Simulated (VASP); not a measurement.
Here is the system:

```yaml
crystal:
  lattice:
    - [3.98972, 0.00000, 0.00000]
    - [0.00000, 3.98972, 0.00000]
    - [0.00000, 0.00000, 4.14202]
  atoms:
    - { symbol: Ba, position: [0.00000, 0.00000, 0.00598] }
    - { symbol: Ti, position: [0.50000, 0.50000, 0.52489] }
    - { symbol: O, position: [0.50000, 0.50000, 0.96670] }
    - { symbol: O, position: [0.00000, 0.50000, 0.48322] }
    - { symbol: O, position: [0.50000, 0.00000, 0.48322] }
```

These are PBE GGA with D3 dispersion (zero damping), VASP's PBE PAW potentials (set 64) (plane waves; VASP) values and carry that method's errors. Numerical set-up: 520 eV cut-off, 6×6×6 Γ-centred mesh, tetrahedra with Blöchl corrections, potentials Ba_sv Ti_sv O.

The cores are frozen, which limits the accuracy of field gradients.

### Question
Give the principal components of the electric field gradient (V/Å²) and the asymmetry η at each nucleus.

### Answer

| atom | Vxx | Vyy | Vzz | η |
|---|---|---|---|---|
| Ba1 | 3.8 | 3.8 | -7.7 | 0.00 |
| Ti2 | -8.0 | -8.0 | 16.0 | 0.00 |
| O3 | -7.6 | -7.6 | 15.3 | 0.00 |
| O4 | -16.8 | -9.8 | 26.6 | 0.26 |
| O5 | -16.8 | -9.8 | 26.6 | 0.26 |

The compound is BaTiO3 in the tetragonal perovskite structure. It was relaxed first.
